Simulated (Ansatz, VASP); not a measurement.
# Cross-check of FeSi2 (Linzhiite) between VASP and Ansatz, part 2 of 2

Aim: how closely do two programs agree when they are given the same cell, functional and k mesh? The cell is taken from a series of runs on this material, whose earlier steps may have relaxed, scaled, displaced or heated it; both programs get it as it stands.

VASP 6.6.1 and Ansatz 0.2.0.

So far: The starting structure; Ansatz: zone-centre phonons, LDA.

**3. VASP: zone-centre phonons, LDA**

Level of this step: LDA, no spin polarisation; plane waves and PAW (Si, Fe) (VASP).

The same cell, functional (in two slightly different forms), mesh and smearing now go to VASP, with its own data sets.

Lines of VASP's logs that name or quote its potential files are left out, and so is its time.

INCAR

```
SYSTEM = FeSi2
PREC = Accurate
ENCUT = 600
EDIFF = 1E-08
NELM = 120
ISMEAR = 1
SIGMA = 0.2
LREAL = .FALSE.
ALGO = Normal
GGA = CA
NBANDS = 14
LASPH = .TRUE.
LORBIT = 11
LWAVE = .FALSE.
LCHARG = .FALSE.
ISIF = 2
IBRION = 8
GGA_COMPAT = .FALSE.
KPAR = 2
```

POSCAR

```
FeSi2
1.0
    2.6788624002      0.0000000000      0.0000000000
    0.0000000000      2.6788624002      0.0000000000
    0.0000000000      0.0000000000      5.0914231324
Si Fe
2 1
Direct
    0.5000000000      0.5000000000      0.2707612221
    0.5000000000      0.5000000000      0.7292387779
    0.0000000000      0.0000000000      0.0000000000
```

KPOINTS

```
Automatic mesh
0
Gamma
16 16 8
0 0 0
```

PAW data sets: Si and Fe (LDA family, release 64).

Command:

```sh
mpirun -np 2 vasp_std
```

Numbers of over 12 decimals in the logs are rounded to 6 here.

Log:

```text
[banner, memory and clock lines left out]
running    2 mpi-ranks, on    1 nodes
 distrk:  each k-point on    1 cores,    2 groups
 distr:  one band on    1 cores,    1 groups

 POSCAR found type information on POSCAR SiFe
 POSCAR found :  2 types and       3 ions
 LDA part: xc-table for (Slater(with rela. corr.)+CA(PZ))
 , standard interpolation
 POSCAR, INCAR and KPOINTS ok, starting setup
 FFT: planning ... GRIDC
 FFT: planning ... GRID_SOFT
 FFT: planning ... GRID
 WAVECAR not read
 entering main loop
       N       E                     dE             d eps       ncg     rms          rms(c)
DAV:   1     0.671595571608E+02    0.67160E+02   -0.78011E+03  6332   0.132E+03
DAV:   2    -0.199182647094E+02   -0.87078E+02   -0.77219E+02  6410   0.233E+02
DAV:   3    -0.243585728420E+02   -0.44403E+01   -0.42395E+01  8582   0.582E+01
DAV:   4    -0.244766090975E+02   -0.11804E+00   -0.11605E+00  7216   0.867E+00
DAV:   5    -0.244801769340E+02   -0.35678E-02   -0.35672E-02  8856   0.164E+00    0.169E+01
DAV:   6    -0.270774219361E+02   -0.25972E+01   -0.17163E+01  8246   0.105E+02    0.184E+01
DAV:   7    -0.230256285670E+02    0.40518E+01   -0.14039E+01  8550   0.930E+01    0.528E+00
DAV:   8    -0.228867904290E+02    0.13884E+00   -0.60435E-01  8862   0.899E+00    0.180E+00
DAV:   9    -0.228557477460E+02    0.31043E-01   -0.63709E-02  8938   0.545E+00    0.647E-01
DAV:  10    -0.228540585704E+02    0.16892E-02   -0.48511E-03  7810   0.604E-01    0.102E-01
DAV:  11    -0.228540380560E+02    0.20514E-04   -0.30309E-04  8502   0.233E-01    0.633E-02
DAV:  12    -0.228540298956E+02    0.81604E-05   -0.26938E-05  8282   0.668E-02    0.274E-02
DAV:  13    -0.228540289442E+02    0.95137E-06   -0.63489E-06  9664   0.368E-02    0.883E-03
DAV:  14    -0.228540286728E+02    0.27142E-06   -0.49110E-07  8510   0.681E-03    0.348E-03
DAV:  15    -0.228540286682E+02    0.45975E-08   -0.10329E-07  7832   0.223E-03    0.115E-03
DAV:  16    -0.228540286664E+02    0.18587E-08   -0.51888E-09  4560   0.139E-03
   1 F= -.22854029E+02 E0= -.22854401E+02  d E =0.111830E-02
 Linear response reoptimize wavefunctions to high precision
DAV:   1    -0.228540286663E+02    0.15234E-10   -0.17996E-09  6104   0.445E-04
DAV:   2    -0.228540286664E+02   -0.53205E-10   -0.37021E-10  4074   0.237E-04
 Linear response DOF=           4
 Linear response progress:
  Degree of freedom:   1/  4
       N       E                     dE             d eps       ncg     rms          rms(c)
RMM:   1    -0.128523882887E-01   -0.12852E-01   -0.17570E-03 36370   0.927E-01
RMM:   2    -0.119370546473E-01    0.91533E-03   -0.42597E-04 21850   0.439E-01    0.702E-02
RMM:   3    -0.120209282334E-01   -0.83874E-04   -0.32883E-04 26827   0.143E-01    0.385E-02
RMM:   4    -0.121323021106E-01   -0.11137E-03   -0.40954E-05 24817   0.588E-02    0.590E-03
RMM:   5    -0.121337372762E-01   -0.14352E-05   -0.97326E-06 28471   0.204E-02    0.323E-03
RMM:   6    -0.121117856866E-01    0.21952E-04   -0.13822E-06 27049   0.887E-03    0.143E-03
RMM:   7    -0.121187331530E-01   -0.69475E-05   -0.17814E-07 24189   0.395E-03    0.605E-04
RMM:   8    -0.121190293118E-01   -0.29616E-06   -0.56400E-09 25063   0.173E-03    0.210E-04
RMM:   9    -0.121189166606E-01    0.11265E-06   -0.16789E-08 28236   0.597E-04    0.525E-05
RMM:  10    -0.121187205896E-01    0.19607E-06    0.22024E-10 28496   0.176E-04    0.208E-05
RMM:  11    -0.121187962525E-01   -0.75663E-07    0.10744E-09 28924   0.523E-05    0.834E-06
RMM:  12    -0.121187686862E-01    0.27566E-07    0.55142E-10 28326   0.268E-05    0.335E-06
RMM:  13    -0.121187626482E-01    0.60381E-08    0.42928E-10 29886   0.155E-05    0.558E-07
 first order change of Fermi-energy   0.26502E-04
 force on displaced ion       1 direction 1 :  -4.838   0.000  -0.001
 Linear response progress:
  Degree of freedom:   2/  4
       N       E                     dE             d eps       ncg     rms          rms(c)
RMM:   1    -0.339059546467E-01   -0.33906E-01    0.98020E-02 14334   0.178E+00
RMM:   2    -0.316102154516E-01    0.22957E-02   -0.17880E-03  8491   0.725E-01    0.191E-01
RMM:   3    -0.322214323572E-01   -0.61122E-03   -0.18620E-03  7736   0.577E-01    0.258E-01
RMM:   4    -0.316610372080E-01    0.56040E-03   -0.85479E-04  7233   0.433E-01    0.781E-02
RMM:   5    -0.317815379939E-01   -0.12050E-03   -0.22683E-04 10203   0.109E-01    0.244E-02
RMM:   6    -0.317995391148E-01   -0.18001E-04   -0.17495E-05  9679   0.357E-02    0.110E-02
RMM:   7    -0.318106150087E-01   -0.11076E-04   -0.23591E-06  9028   0.195E-02    0.165E-03
RMM:   8    -0.318104242411E-01    0.19077E-06   -0.90351E-07 10790   0.746E-03    0.702E-04
RMM:   9    -0.318097776243E-01    0.64662E-06   -0.84058E-08 10466   0.196E-03    0.398E-04
RMM:  10    -0.318097893418E-01   -0.11718E-07   -0.13400E-08 10747   0.575E-04    0.777E-05
RMM:  11    -0.318096973914E-01    0.91950E-07   -0.58210E-09 10701   0.218E-04    0.314E-05
RMM:  12    -0.318096488324E-01    0.48559E-07   -0.19896E-09 10760   0.746E-05    0.117E-05
RMM:  13    -0.318096404357E-01    0.83967E-08   -0.13050E-09 10267   0.366E-05    0.435E-06
 first order change of Fermi-energy   0.28280E-02
 force on displaced ion       1 direction 3 :  -0.000   0.000 -18.956
 Linear response progress:
  Degree of freedom:   3/  4
       N       E                     dE             d eps       ncg     rms          rms(c)
RMM:   1    -0.165173579898E+00   -0.16517E+00   -0.83253E-02 18628   0.276E+00
RMM:   2    -0.165391777343E+00   -0.21820E-03   -0.26672E-03 15178   0.624E-01    0.204E-01
RMM:   3    -0.165239122775E+00    0.15265E-03   -0.46735E-04 17804   0.151E-01    0.122E-01
RMM:   4    -0.165652008474E+00   -0.41289E-03   -0.34010E-04 18293   0.129E-01    0.981E-03
RMM:   5    -0.165600693340E+00    0.51315E-04   -0.10248E-05 18272   0.276E-02    0.679E-03
RMM:   6    -0.165597608451E+00    0.30849E-05   -0.14719E-06 15244   0.158E-02    0.616E-03
RMM:   7    -0.165594379744E+00    0.32287E-05   -0.37260E-07 14624   0.958E-03    0.794E-04
RMM:   8    -0.165589493210E+00    0.48865E-05   -0.15198E-07 19014   0.257E-03    0.357E-04
RMM:   9    -0.165589281330E+00    0.21188E-06   -0.13058E-08 18234   0.777E-04    0.148E-04
RMM:  10    -0.165588237872E+00    0.10435E-05   -0.24743E-09 19253   0.285E-04    0.546E-05
RMM:  11    -0.165588333792E+00   -0.95921E-07   -0.13870E-09 19193   0.946E-05    0.154E-05
RMM:  12    -0.165588330449E+00    0.33435E-08   -0.15068E-09 19605   0.423E-05    0.225E-06
 first order change of Fermi-energy   0.54753E-03
 force on displaced ion       3 direction 1 :  -8.545  -0.000   0.000
 Linear response progress:
  Degree of freedom:   4/  4
       N       E                     dE             d eps       ncg     rms          rms(c)
RMM:   1    -0.189060744779E+00   -0.18906E+00   -0.10304E-01 11201   0.254E+00
RMM:   2    -0.182561710077E+00    0.64990E-02   -0.23949E-03  7918   0.842E-01    0.233E-01
RMM:   3    -0.181739392807E+00    0.82232E-03   -0.19291E-03  9811   0.317E-01    0.122E-01
RMM:   4    -0.181859861559E+00   -0.12047E-03   -0.36308E-04 10112   0.108E-01    0.584E-02
RMM:   5    -0.182139127845E+00   -0.27927E-03   -0.11636E-04  9695   0.896E-02    0.127E-02
RMM:   6    -0.182147365103E+00   -0.82373E-05   -0.71955E-06  8310   0.322E-02    0.671E-03
RMM:   7    -0.182151264134E+00   -0.38990E-05   -0.27613E-06  9805   0.135E-02    0.301E-03
RMM:   8    -0.182139293615E+00    0.11971E-04   -0.41073E-07  9845   0.486E-03    0.628E-04
RMM:   9    -0.182140406588E+00   -0.11130E-05   -0.32297E-08 10558   0.145E-03    0.462E-04
RMM:  10    -0.182139429427E+00    0.97716E-06   -0.58094E-09 10640   0.401E-04    0.129E-04
RMM:  11    -0.182140016151E+00   -0.58672E-06   -0.35120E-09  9587   0.268E-04    0.297E-05
RMM:  12    -0.182140081084E+00   -0.64933E-07   -0.23785E-09 10863   0.114E-04    0.169E-05
RMM:  13    -0.182140043685E+00    0.37399E-07   -0.69693E-10 10635   0.560E-05    0.963E-06
RMM:  14    -0.182140047849E+00   -0.41639E-08   -0.81959E-10 11146   0.308E-05    0.253E-06
 first order change of Fermi-energy   0.37640E-02
 force on displaced ion       3 direction 3 :   0.000  -0.000 -13.343
 Linear response finished
```

Parts of OUTCAR (step 3):

```text
ion  position               nearest neighbor table
   1  0.500  0.500  0.271-   2 2.33   3 2.34   3 2.34   3 2.34   3 2.34   2 2.76
   2  0.500  0.500  0.729-   1 2.33   3 2.34   3 2.34   3 2.34   3 2.34   1 2.76
   3  0.000  0.000  0.000-   1 2.34   2 2.34   1 2.34   2 2.34   1 2.34   2 2.34   1 2.34   2 2.34

  LATTYP: Found a simple tetragonal cell.
 ALAT       =     2.6788624002
 C/A-ratio  =     1.9005915093

 Subroutine GETGRP returns: Found 16 space group operations
 (whereof 16 operations were pure point group operations)

The static configuration has the point symmetry D_4h.

 Found    225 irreducible k-points:

   k-points           NKPTS =    225   k-points in BZ     NKDIM =    225   number of bands    NBANDS=     14

   dimension x,y,z NGX =    24 NGY =   24 NGZ =   42
   dimension x,y,z NGXF=    48 NGYF=   48 NGZF=   84

   ENCUT  =  600.0 eV  44.10 Ry    6.64 a.u.   5.35  5.35 10.17*2*pi/ulx,y,z

   NELECT =      16.0000    total number of electrons

 k-points in reciprocal lattice and weights: Automatic mesh
   0.00000000  0.00000000  0.00000000       0.000
   0.06250000  0.00000000  0.00000000       0.002
   0.12500000  0.00000000  0.00000000       0.002
   0.18750000  0.00000000  0.00000000       0.002
   0.25000000  0.00000000  0.00000000       0.002
   0.31250000  0.00000000  0.00000000       0.002
   0.37500000  0.00000000  0.00000000       0.002
   0.43750000  0.00000000  0.00000000       0.002
   0.50000000  0.00000000  0.00000000       0.001
[...]
0.50000000  0.43750000  0.50000000       0.002
   0.50000000  0.50000000  0.50000000       0.000

 average (electrostatic) potential at core
       1 -81.3710       2 -81.3710       3 -39.8632

  Total       -0.7688333     -0.7688333     -0.7687754      0.0000000      0.0000000      0.0000000
  in kB      -33.7134159    -33.7134159    -33.7108794      0.0000000      0.0000000      0.0000000
  external PRESSURE =     -33.7125704 kB  Pullay stress =       0.0000000 kB

  energy-cutoff  :      600.00
  volume of cell :       36.54
      direct lattice vectors                 reciprocal lattice vectors
     2.678862400  0.000000000  0.000000000     0.373292783  0.000000000  0.000000000
     0.000000000  2.678862400  0.000000000     0.000000000  0.373292783  0.000000000
     0.000000000  0.000000000  5.091423132     0.000000000  0.000000000  0.196408740

 POSITION                                       TOTAL-FORCE (eV/Angst)
 -----------------------------------------------------------------------------------
      1.33943      1.33943      1.37856        -0.000000      0.000000      0.029571
      1.33943      1.33943      3.71286         0.000000     -0.000000     -0.029571
      0.00000      0.00000      0.00000         0.000000      0.000000      0.000000
 -----------------------------------------------------------------------------------
    total drift:                               -0.000000     -0.000000      0.000000

 Eigenvectors and eigenvalues of the dynamical matrix
 ----------------------------------------------------

   1 f  =   16.486335 THz   103.586699 2PiTHz  549.924946 cm-1    68.181973 meV
             X         Y         Z           dx          dy          dz
      1.339431  1.339431  1.378560    -0.000000   -0.000000   -0.707107
      1.339431  1.339431  3.712863    -0.000000    0.000000    0.707107
      0.000000  0.000000  0.000000     0.000000    0.000000   -0.000000

   2 f  =   10.793990 THz    67.820639 2PiTHz  360.048747 cm-1    44.640335 meV
             X         Y         Z           dx          dy          dz
      1.339431  1.339431  1.378560     0.000000   -0.000000   -0.499412
      1.339431  1.339431  3.712863     0.000000   -0.000000   -0.499412
      0.000000  0.000000  0.000000     0.000000    0.000000    0.707937

   3 f  =    8.637353 THz    54.270086 2PiTHz  288.111068 cm-1    35.721204 meV
             X         Y         Z           dx          dy          dz
      1.339431  1.339431  1.378560    -0.498200   -0.034433    0.000000
      1.339431  1.339431  3.712863    -0.498200   -0.034433   -0.000000
      0.000000  0.000000  0.000000     0.706286    0.048815   -0.000000

   4 f  =    8.637353 THz    54.270086 2PiTHz  288.111068 cm-1    35.721204 meV
             X         Y         Z           dx          dy          dz
      1.339431  1.339431  1.378560     0.034433   -0.498200   -0.000000
      1.339431  1.339431  3.712863     0.034433   -0.498200   -0.000000
      0.000000  0.000000  0.000000    -0.048815    0.706286   -0.000000

   5 f  =    6.854506 THz    43.068133 2PiTHz  228.641717 cm-1    28.347947 meV
             X         Y         Z           dx          dy          dz
      1.339431  1.339431  1.378560     0.275822   -0.651093    0.000000
      1.339431  1.339431  3.712863    -0.275822    0.651093   -0.000000
      0.000000  0.000000  0.000000     0.000000    0.000000    0.000000

   6 f  =    6.854506 THz    43.068133 2PiTHz  228.641717 cm-1    28.347947 meV
             X         Y         Z           dx          dy          dz
      1.339431  1.339431  1.378560    -0.651093   -0.275822    0.000000
      1.339431  1.339431  3.712863     0.651093    0.275822   -0.000000
      0.000000  0.000000  0.000000    -0.000000   -0.000000    0.000000

   7 f/i=    0.001895 THz     0.011908 2PiTHz    0.063220 cm-1     0.007838 meV
             X         Y         Z           dx          dy          dz
      1.339431  1.339431  1.378560    -0.123194   -0.485216    0.000000
      1.339431  1.339431  3.712863    -0.123194   -0.485216    0.000000
      0.000000  0.000000  0.000000    -0.173797   -0.684523    0.000000

   8 f/i=    0.001895 THz     0.011908 2PiTHz    0.063220 cm-1     0.007838 meV
             X         Y         Z           dx          dy          dz
      1.339431  1.339431  1.378560    -0.485216    0.123194   -0.000000
      1.339431  1.339431  3.712863    -0.485216    0.123194   -0.000000
      0.000000  0.000000  0.000000    -0.684523    0.173797   -0.000000

   9 f/i=    0.002878 THz     0.018085 2PiTHz    0.096013 cm-1     0.011904 meV
             X         Y         Z           dx          dy          dz
      1.339431  1.339431  1.378560    -0.000000    0.000000    0.500587
      1.339431  1.339431  3.712863    -0.000000    0.000000    0.500587
      0.000000  0.000000  0.000000    -0.000000    0.000000    0.706275

 ELASTIC MODULI CONTR FROM IONIC RELAXATION (kBar)
 Direction    XX          YY          ZZ          XY          YZ          ZX
 --------------------------------------------------------------------------------
 XX        -165.8736   -165.8736     17.3601      0.0000     -0.0000     -0.0000
 YY        -165.8736   -165.8736     17.3601      0.0000     -0.0000     -0.0000
 ZZ          17.3601     17.3601     -1.8169      0.0000      0.0000      0.0000
 XY           0.0000      0.0000      0.0000      0.0000      0.0000      0.0000
 YZ          -0.0000     -0.0000      0.0000      0.0000   -454.9906      0.0000
 ZX          -0.0000     -0.0000      0.0000      0.0000      0.0000   -340.0298
 --------------------------------------------------------------------------------
```

This run has no spin polarisation, so a moment on Fe, if there is one, isn't seen.

**4. Side by side**

Known differences besides the potentials themselves: the two LDA forms differ slightly; the data sets hold 24 valence electrons in Ansatz (on its PAW soft_1 files) and 16 in VASP; the cutoff is 420 eV in Ansatz and 600 eV in VASP; VASP's log shows a relativistic correction to its local exchange, Ansatz's none. Total energies have different zeros and are not compared.

Compared:

| quantity | Ansatz | VASP | difference |
| --- | --- | --- | --- |
| optical mode 1 to 2 (cm⁻¹) | 226.5 | 228.6 | -0.92 % |
| optical mode 3 to 4 (cm⁻¹) | 282.9 | 288.1 | -1.80 % |
| optical mode 5 (cm⁻¹) | 356.4 | 360.0 | -1.00 % |
| optical mode 6 (cm⁻¹) | 549.3 | 549.9 | -0.11 % |

Modes are paired by rising frequency, not by their patterns, so a pair may set unlike modes beside each other; they are those without the splitting of longitudinal modes.

**5. Results**

```
r.m.s. difference of the optical zone-centre modes, each program's sorted by frequency (zone-centre phonons, LDA) : 3.6 cm⁻¹
difference in optical mode 3 to 4 (zone-centre phonons, LDA)                                                      : -1.8 %
```

What this shows: The r.m.s. difference of the optical zone-centre modes, each program's sorted by frequency is 3.6 cm⁻¹ (zone-centre phonons, LDA). The data sets hold unlike numbers of valence electrons (24 in Ansatz and 16 in VASP), so part of the differences comes from the potentials. Among the rows given in per cent, the largest difference of the zone-centre phonons, LDA pair is in optical mode 3 to 4, -1.8 %. Such differences can come from data sets, numerical settings and the points named under the comparisons, not from the functional's error against experiment.

[Lines on the potential files, build, host, timing and source positions are cut from VASP's logs without a mark.]

[Logs are printed without paths, hosts, clocks, repeated set-up lines and the standing remarks that a program may print on its own settings, such as how far it seeks lower states.]

[Hosts, paths, dates, database ids (printed as entryN), source tags and the programs' standing remarks are cut or masked in the printed files.]
